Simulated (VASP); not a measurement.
# CuPb (P-6m2) in VASP: a series of runs

One crystal, CuPb, is run at these levels: PBE, r2SCAN; tasks: relaxation of cell and atoms.

All numbers are computed with VASP 6.6.1; they aren't measurements. Logs are shortened: lines on timing, memory, paths and dates and some standing lists are left out, and cuts for length are marked.

## (1) Starting point

The structure is hexagonal, space group P-6m2 (No. 187). The conventional cell has a = 3.515 Å, b = 3.515 Å, c = 3.429 Å, α = 90.00°, β = 90.00°, γ = 120.00°. Cu (site symmetry -6m2) has 6 Pb at 2.66 Å as nearest neighbours. Around Pb (site symmetry -6m2) lie 6 Cu at 2.66 Å.

The cell was built by a generator and needn't be a form met in nature.

## (2) Relaxation of cell and atoms, PBE

INCAR

```
PREC = Accurate
ENCUT = 600
EDIFF = 1E-6
ISMEAR = 1
SIGMA = 0.2
LREAL = False
LASPH = True
NELM = 80
ALGO = Fast
ISIF = 3
LWAVE = False
LCHARG = False
GGA = PE
IBRION = 2
NSW = 40
EDIFFG = -0.01
```

KPOINTS

```
Automatic mesh
0
Gamma
  9 9 8
```

POSCAR

```
CuPb
1.0
    3.5146879200      0.0000000000      0.0000000000
   -1.7573439600      3.0438090300      0.0000000000
    0.0000000000      0.0000000000      3.4291011500
Cu Pb
1 1
Direct
    0.3333333300      0.6666666700      0.0000000000
    0.6666666700      0.3333333300      0.5000000000
```

Potentials or basis: VASP PAW PBE potentials, release 64 (Cu, Pb_d).

Started as:

```bash
cat potpaw_PBE.64/Cu/POTCAR potpaw_PBE.64/Pb_d/POTCAR > POTCAR
mpirun -np 1 vasp_std > vasp.out
```

OUTCAR:

```text
PREC = Accurate
   ENCUT = 600
   EDIFF = 1E-6
   ISMEAR = 1
   LREAL = False
   LASPH = True
   NELM = 80
   ISIF = 3
   GGA = PE
   IBRION = 2
   NSW = 40
   EDIFFG = -0.01

 ion  position               nearest neighbor table
   1  0.333  0.667  0.000-   2 2.66   2 2.66   2 2.66   2 2.66   2 2.66   2 2.66
   2  0.667  0.333  0.500-   1 2.66   1 2.66   1 2.66   1 2.66   1 2.66   1 2.66

  LATTYP: Found a hexagonal cell.
 ALAT       =     3.5146879200
 C/A-ratio  =     0.9756488280

  Lattice vectors:

 A1 = (   3.5146879200,   0.0000000000,   0.0000000000)
 A2 = (  -1.7573439600,   3.0438090300,   0.0000000000)
 A3 = (   0.0000000000,   0.0000000000,   3.4291011500)

Analysis of symmetry for initial positions (statically):
=====================================================================
 Subroutine PRICEL returns:
 Original cell was already a primitive cell.

 Routine SETGRP: Setting up the symmetry group for a
 hexagonal supercell.

 Subroutine GETGRP returns: Found 12 space group operations
 (whereof 12 operations were pure point group operations)
 out of a pool of 24 trial point group operations.

The static configuration has the point symmetry D_3h.

Analysis of symmetry for dynamics (positions and initial velocities):
=====================================================================
 Subroutine PRICEL returns:
 Original cell was already a primitive cell.

 Routine SETGRP: Setting up the symmetry group for a
 hexagonal supercell.

 Subroutine GETGRP returns: Found 12 space group operations
 (whereof 12 operations were pure point group operations)
 out of a pool of 24 trial point group operations.

The dynamic configuration has the point symmetry D_3h.

 Subroutine INISYM returns: Found 12 space group operations
 (whereof 12 operations are pure point group operations),
 and found     1 'primitive' translations

----------------------------------------------------------------------------------------

                                     Primitive cell

  volume of cell :      36.6847

  direct lattice vectors                    reciprocal lattice vectors
     3.514687920  0.000000000  0.000000000     0.284520283  0.164267861  0.000000000
    -1.757343960  3.043809030  0.000000000     0.000000000  0.328535723  0.000000000
     0.000000000  0.000000000  3.429101150     0.000000000  0.000000000  0.291621611

  length of vectors
     3.514687920  3.514687924  3.429101150     0.328535723  0.328535723  0.291621611

  position of ions in fractional coordinates (direct lattice)
     0.333333330  0.666666670  0.000000000
     0.666666670  0.333333330  0.500000000

  ion indices of the primitive-cell ions
   primitive index   ion index
                 1           1
                 2           2

----------------------------------------------------------------------------------------

 KPOINTS: Automatic mesh

Automatic generation of k-mesh.
 Grid dimensions read from file:
 generate k-points for:    9    9    8

 Generating k-lattice:

  Cartesian coordinates                     Fractional coordinates (reciprocal lattice)
     0.031613365  0.018251985  0.000000000     0.111111111  0.000000000  0.000000000
     0.000000000  0.036503969  0.000000000     0.000000000  0.111111111  0.000000000
     0.000000000  0.000000000  0.036452701     0.000000000  0.000000000  0.125000000

  Length of vectors
     0.036503969  0.036503969  0.036452701

  Shift w.r.t. Gamma in fractional coordinates (k-lattice)
     0.000000000  0.000000000  0.000000000

 Subroutine IBZKPT returns following result:
 ===========================================

 Found     60 irreducible k-points:

 Following reciprocal coordinates:
            Coordinates               Weight
  0.000000  0.000000  0.000000      1.000000
  0.111111  0.000000  0.000000      6.000000
  0.222222  0.000000  0.000000      6.000000
  0.333333 -0.000000  0.000000      6.000000
  0.444444  0.000000  0.000000      6.000000
  0.111111  0.111111  0.000000      6.000000
[... 16 lines left out ...]
  0.333333  0.222222  0.125000     24.000000
  0.333333  0.333333  0.125000      4.000000
 [... further k-points ...]
   k-points           NKPTS =     60   k-points in BZ     NKDIM =     60   number of bands    NBANDS=     16
   number of dos      NEDOS =    301   number of ions     NIONS =      2
   total plane-waves  NPLWV =  21952
   dimension x,y,z NGX =    28 NGY =   28 NGZ =   28
   dimension x,y,z NGXF=    56 NGYF=   56 NGZF=   56
   ions per type =               1   1
   NGX,Y,Z   is equivalent  to a cutoff of  13.24, 13.24, 13.57 a.u.
   NGXF,Y,Z  is equivalent  to a cutoff of  26.49, 26.49, 27.15 a.u.
 SYSTEM =  unknown system
   PREC   = accura    normal or accurate (medium, high low for compatibility)
   ISTART =      0    job   : 0-new  1-cont  2-samecut
   ICHARG =      2    charge: 1-file 2-atom 10-const
   ISPIN  =      1    spin polarized calculation?
   LNONCOLLINEAR =      F non collinear calculations
   LSORBIT =      F    spin-orbit coupling
   LASPH  =      T    aspherical Exc in radial PAW
   ENCUT  =  600.0 eV  44.10 Ry    6.64 a.u.   7.02  7.02  6.85*2*pi/ulx,y,z
   NELM   =     80;   NELMIN=  2; NELMDL= -5     # of ELM steps
   EDIFF  = 0.1E-05   stopping-criterion for ELM
   LREAL  =      F    real-space projection
   EDIFFG = -.1E-01   stopping-criterion for IOM
   NSW    =     40    number of steps for IOM
   IBRION =      2    ionic relax: 0-MD 1-quasi-New 2-CG
   NFREE  =      1    steps in history (QN), initial steepest desc. (CG)
   ISIF   =      3    stress and relaxation
   ISYM   =      2    0-nonsym 1-usesym 2-fastsym
   POTIM  = 0.5000    time-step for ionic-motion
   TEBEG  =    0.0;   TEEND  =   0.0 temperature during run
   PSTRESS=    0.0 pullay stress
   NELECT =      25.0000    total number of electrons
   NUPDOWN=      -1.0000    fix difference up-down
   EMIN   =  10.00;   EMAX   =-10.00  energy-range for DOS
   EFERMI =   0.00;   METHOD = LEGACY
   ISMEAR =     1;   SIGMA  =   0.20  broadening in eV -4-tet -1-fermi 0-gaus
   EFERMI_NEDOS =   21; number of points for ismear=-14 and -15
   IALGO  =     68    algorithm
   IMIX   =      4    mixing-type and parameters
     AMIX     =   0.40;   BMIX     =  1.00
     AMIX_MAG =   1.60;   BMIX_MAG =  1.00
  volume/ion in A,a.u.               =      18.34       123.78
  Fermi-wavevector in a.u.,A,eV,Ry     =   1.440655  2.722443 28.238715  2.075487
  Thomas-Fermi vector in A             =   2.559375
   LORBIT       =      0    0 simple, 1 ext, 2 COOP (PROOUT), +10 PAW based schemes
   GGA     = PE    functional components
   LHFCALC =     F    Hartree Fock is set to
   AEXX    =    0.0000 exact exchange contribution
   IVDW    =     0    specifies the selected vdW correction
   LEPSILON=     F    determine dielectric tensor
   LRPA    =     F    only Hartree local field effects (RPA)
 conjugate gradient relaxation of ions
 non-spin polarized calculation
 RMM-DIIS sequential band-by-band and
 Methfessel and Paxton  Order N= 1 SIGMA  =   0.20
  energy-cutoff  :      600.00
  volume of cell :       36.68
 maximum number of plane-waves:      1238
 NGX is ok and might be reduce to    28
   NGX = 13   NGY = 13   NGZ = 13

--------------------------------------- Ionic step        1  -------------------------------------------

 number of electron      24.9999993 magnetization

 Free energy of the ion-electron system (eV)
  ---------------------------------------------------
  ext. energy  EPLUGINS =         0.00000000
  ---------------------------------------------------
  free energy    TOTEN  =        -6.18063153 eV

  energy without entropy =       -6.18207776  energy(sigma->0) =       -6.18111361

------------------------ aborting loop because EDIFF is reached ----------------------------------------

  FORCE on cell =-STRESS in cart. coord.  units (eV):
  Direction    XX          YY          ZZ          XY          YZ          ZX
  --------------------------------------------------------------------------------------
  -------------------------------------------------------------------------------------
  Total        4.2531693      4.2531693      5.2193413      0.0000000      0.0000000      0.0000000
  in kB      185.7542633    185.7542639    227.9511625      0.0000000      0.0000000      0.0000000
  external PRESSURE =     199.8198966 kB  Pullay stress =       0.0000000 kB
[... 89 lines left out ...]
  FREE ENERGIE OF THE ION-ELECTRON SYSTEM (eV)
  ---------------------------------------------------
  free  energy   TOTEN  =        -6.6171635943 eV

  energy  without entropy=       -6.6179667521  energy(sigma->0) =       -6.61743131

[... ionic steps 4 to 14 ...]

--------------------------------------- Ionic step       15  -------------------------------------------

 number of electron      25.0000003 magnetization

------------------------ aborting loop because EDIFF is reached ----------------------------------------

  FORCE on cell =-STRESS in cart. coord.  units (eV):
  Direction    XX          YY          ZZ          XY          YZ          ZX
  --------------------------------------------------------------------------------------
  -------------------------------------------------------------------------------------
  Total       -0.0516469     -0.0516469     -0.0565232      0.0000000      0.0000000      0.0000000
  in kB       -1.8468026     -1.8468026     -2.0211694      0.0000000      0.0000000      0.0000000
  external PRESSURE =      -1.9049249 kB  Pullay stress =       0.0000000 kB
[... 57 lines left out ...]
  energy  without entropy=       -6.6380605797  energy(sigma->0) =       -6.63752401

--------------------------------------- Ionic step       17  -------------------------------------------

 number of electron      25.0000003 magnetization

 Free energy of the ion-electron system (eV)
  ---------------------------------------------------
  ext. energy  EPLUGINS =         0.00000000
  ---------------------------------------------------
  free energy    TOTEN  =        -6.63728603 eV

  energy without entropy =       -6.63812455  energy(sigma->0) =       -6.63756553

 E-fermi :   6.7777     XC(G=0): -10.5964

 val. band max:        6.7767837452   @ k =   0.0000   0.0000   0.0000
 cond. band min:       6.8228367062   @ k =   0.4444   0.1111   0.2500
 fundamental gap:      0.0460529610
 Fermi energy:         6.7776971441

 k-point     1 :       0.0000    0.0000    0.0000
  band No.  band energies     occupation
      1     -10.2540      2.00000
      2     -10.2293      2.00000
      3     -10.2293      2.00000
      4     -10.0987      2.00000
      5     -10.0987      2.00000
      6      -4.4175      2.00000
[... 8 lines left out ...]
     15      11.4745      0.00000
     16      14.9860      0.00000
[... 420 lines left out ...]
  band No.  band energies     occupation
      1     -10.1735      2.00000
      2     -10.1728      2.00000
      3     -10.1588      2.00000
      4     -10.1398      2.00000
      5     -10.1231      2.00000
      6      -1.2797      2.00000
[... 8 lines left out ...]
     15      11.4405      0.00000
     16      12.8590      0.00000

 [... further k-points ...]

------------------------ aborting loop because EDIFF is reached ----------------------------------------

  FORCE on cell =-STRESS in cart. coord.  units (eV):
  Direction    XX          YY          ZZ          XY          YZ          ZX
  --------------------------------------------------------------------------------------
  -------------------------------------------------------------------------------------
  Total        0.0021590      0.0021590     -0.0001377      0.0000000     -0.0000000      0.0000000
  in kB        0.0772579      0.0772579     -0.0049263      0.0000000     -0.0000000      0.0000000
  external PRESSURE =       0.0498632 kB  Pullay stress =       0.0000000 kB
[... 17 lines left out ...]
  FREE ENERGIE OF THE ION-ELECTRON SYSTEM (eV)
  ---------------------------------------------------
  free  energy   TOTEN  =        -6.6372860255 eV

  energy  without entropy=       -6.6381245478  energy(sigma->0) =       -6.63756553

 reached required accuracy - stopping structural energy minimisation
```

Wall time 4 min (1 thread of Intel Xeon 6975P-C (Granite Rapids), shared host); peak memory 0.19 GiB.

What came out:

```
Free energy                            : -6.6373 eV
Relaxed volume                         : 22.39 Å³/atom
Relaxed cell                           : a = 3.641 Å, b = 3.641 Å, c = 3.900 Å, α = 90.00°, β = 90.00°, γ = 120.00°
Space group after relaxing (to 0.05 Å) : P-6m2 (No. 187)
Energy gained by relaxing              : 228.3 meV/atom
Ionic steps                            : 17
Pressure after relaxing                : 0.0 GPa
Band gap on the k mesh                 : none (metal or under the smearing width)
```

The path:
| step | energy change (eV) | largest force (eV/Å) | pressure (GPa) | volume (Å³) |
| --- | --- | --- | --- | --- |
| 1 | 0.0000 | 0.0000 | 19.98 | 36.68 |
| 2 | -0.3683 | 0.0000 | -4.17 | 50.21 |
| 3 | -0.4365 | 0.0000 | 0.13 | 45.22 |
| 4 | -0.4368 | 0.0000 | -0.25 | 45.46 |
| 5 | -0.4426 | 0.0000 | -0.21 | 45.43 |
| 6 | -0.4545 | 0.0000 | -0.40 | 45.29 |
| 7 | -0.4461 | 0.0000 | -0.79 | 44.86 |
| 8 | -0.4558 | 0.0000 | -0.08 | 45.18 |
| 9 | -0.4560 | 0.0000 | -0.51 | 45.21 |
| 10 | -0.4560 | 0.0000 | 0.52 | 44.38 |
| 11 | -0.4567 | 0.0000 | 0.14 | 44.79 |
| 12 | -0.4566 | 0.0000 | -0.16 | 44.88 |
| 13 | -0.4566 | 0.0000 | -0.06 | 44.84 |
| 14 | -0.4567 | 0.0000 | -0.17 | 44.82 |
| 15 | -0.4567 | 0.0000 | -0.19 | 44.81 |
| 16 | -0.4566 | 0.0000 | 0.15 | 44.71 |
| 17 | -0.4567 | 0.0000 | 0.00 | 44.77 |

Final structure:
```xyz
2
Lattice="3.6410 0.0000 0.0000 -1.8205 3.1532 0.0000 0.0000 0.0000 3.8999" Properties=species:S:1:pos:R:3 pbc="T T T"
Cu    0.0000    2.1021    0.0000
Pb    1.8205    1.0511    1.9500
```

Levels at points of the mesh, in eV from the Fermi level:
```csv
k point,band 8,band 9,band 10,band 11,band 12,band 13,band 14,band 15,band 16
"(0.00, 0.00, 0.00)",-2.87,-2.87,-2.71,-2.71,0.00,2.25,4.70,4.70,8.21
"(0.00, 0.00, 0.50)",-2.81,-2.81,-2.73,-2.73,-2.70,6.02,6.02,8.25,8.67
```

Caveat: the volume moved by over 15 % at a fixed basis, so the end points are rough. Spin-orbit coupling is left out, which matters for the levels of Pb.

## (3) Relaxation of cell and atoms, r2SCAN

INCAR

```
SYSTEM = CuPb
PREC = Accurate
ENCUT = 600
EDIFF = 1E-7
ISMEAR = 1
SIGMA = 0.2
LREAL = .False.
LASPH = .True.
NELM = 80
ALGO = Normal
ISIF = 3
LWAVE = .False.
LCHARG = .False.
METAGGA = R2SCAN
LMIXTAU = .True.
IBRION = 2
NSW = 40
EDIFFG = -0.01
```

KPOINTS

```
Automatic mesh
0
Gamma
  9 9 8
  0 0 0
```

POSCAR is that of step 2.

Potentials or basis: VASP PAW PBE potentials, release 64 (Cu, Pb_d).

Started as:

```bash
cat potpaw_PBE.64/Cu/POTCAR potpaw_PBE.64/Pb_d/POTCAR > POTCAR
mpirun -np 1 vasp_std > vasp.out
```

Run time: 14 min. Hardware: 1 thread of Intel Xeon 6975P-C (Granite Rapids), shared host; peak memory 0.21 GiB.

It converged, with:

| Property | Result |
| --- | --- |
| Free energy | -66.4049 eV |
| Relaxed volume | 21.59 Å³/atom |
| Relaxed cell | a = 3.607 Å, b = 3.607 Å, c = 3.832 Å, α = 90.00°, β = 90.00°, γ = 120.00° |
| Space group after relaxing (to 0.05 Å) | P-6m2 (No. 187) |
| Energy gained by relaxing | 162.4 meV/atom |
| Ionic steps | 12 |
| Pressure after relaxing | 0.0 GPa |
| Band gap on the k mesh | none (metal or under the smearing width) |

Step by step:
```tsv
step	energy change (eV)	largest force (eV/Å)	pressure (GPa)	volume (Å³)
1	0.0000	0.0000	16.68	36.68
2	-0.2455	0.0000	-4.51	47.79
3	-0.3072	0.0000	0.06	43.62
4	-0.3072	0.0000	-0.14	43.77
5	-0.3110	0.0000	-0.17	43.75
6	-0.3210	0.0000	-0.40	43.69
7	-0.3210	0.0000	-0.92	43.47
8	-0.3234	0.0000	-0.68	43.57
9	-0.3238	0.0000	-0.56	43.64
10	-0.3240	0.0000	-0.61	43.62
11	-0.3233	0.0000	0.83	42.59
12	-0.3249	0.0000	-0.02	43.18
```

Final structure:
```
Cu Pb
1.0
     3.60720    0.00000    0.00000
    -1.80360    3.12392    0.00000
     0.00000    0.00000    3.83182
Cu Pb
1 1
Direct
  0.33333 0.66667 0.00000
  0.66667 0.33333 0.50000
```

Levels at points of the mesh, in eV from the Fermi level:
| k point | band 9 | band 10 | band 11 | band 12 | band 13 | band 14 | band 15 | band 16 |
| --- | --- | --- | --- | --- | --- | --- | --- | --- |
| (0.00, 0.00, 0.00) | -3.21 | -3.01 | -3.01 | -0.06 | 2.82 | 4.87 | 4.87 | 8.76 |
| (0.00, 0.00, 0.50) | -3.12 | -3.05 | -3.05 | -3.00 | 6.35 | 6.35 | 8.92 | 9.15 |

Caveat: the volume moved by over 15 % at a fixed basis, so the end points are rough; the PAW data sets were made with another functional, which shifts forces and pressure a little. Spin-orbit coupling is left out, which matters for the levels of Pb.

## (4) The reference run

An earlier run on the cell as given: functional PBE; potentials or basis VASP PAW PBE potentials, release 64 (Cu, Pb_d); cutoff 520 eV; k mesh 9 × 9 × 8; occupations fermi-dirac, width 0.05 eV; no spin polarisation.

* Pressure: 19.4 GPa
* Band gap on the k mesh: none (metal or under the smearing width)

## (5) The runs side by side

| task | level | cell | cutoff (eV) | smearing | gap on the mesh (eV) | pressure (GPa) | relaxed volume (Å³/atom) |
| --- | --- | --- | --- | --- | --- | --- | --- |
| relaxation of cell and atoms | PBE | relaxed | 600 | methfessel-paxton 0.2 eV | none | 0.0 | 22.39 |
| relaxation of cell and atoms | r2SCAN | relaxed | 600 | methfessel-paxton 0.2 eV | none | 0.0 | 21.59 |
| single point | PBE | as given | 520 | fermi-dirac 0.05 eV | none | 19.4 | - |

Alike in all rows: potentials or basis VASP PAW PBE potentials, release 64 (Cu, Pb_d); no spin polarisation; k mesh 9 × 9 × 8.

Caveats: the volume moved by over 15 % at a fixed basis, so the end points are rough (some runs); the PAW data sets were made with another functional, which shifts forces and pressure a little (some runs); so large a pressure means that the cell lies far from this level's equilibrium, or that cutoff or potentials fall short (some runs).

Total energies depend on the potentials used, so only differences within one code and one set of settings carry meaning.
